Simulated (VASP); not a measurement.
Here is the system:

```
CELL_PARAMETERS angstrom
      5.08442     0.00000     0.00000
      0.00000     5.08442     0.00000
      0.00000     0.00000     5.08442
ATOMIC_POSITIONS crystal
  Be 0.98370 0.98370 0.98370
  Be 0.51630 0.51630 0.98370
  Be 0.51630 0.98370 0.51630
  Be 0.98370 0.51630 0.51630
  Te 0.25000 0.25000 0.25000
  S  0.75000 0.75000 0.25000
  S  0.75000 0.25000 0.75000
  S  0.25000 0.75000 0.75000
```

Method: PBE GGA, VASP's PBE PAW potentials (set 64) (plane waves; VASP). Settings: 400 eV cut-off, Gaussian smearing of 0.050 eV, potentials Be Te S.

Unless said otherwise, spin-orbit coupling is left out, though it shifts the bands of the heavy elements here.

**Question.** Estimate the band gap (along the path) with the smallest direct gap where there is one.

**Answer.** 
```yaml
band gap (along the path): 1.83 eV
smallest direct gap (along the path): 1.83 eV
```

Total energies compare only between runs with the same potentials, cut-off and functional.

The structure was generated: Be4S3Te was put into an ordered model structure (P-43m), which need not be its known phase. It was relaxed first.
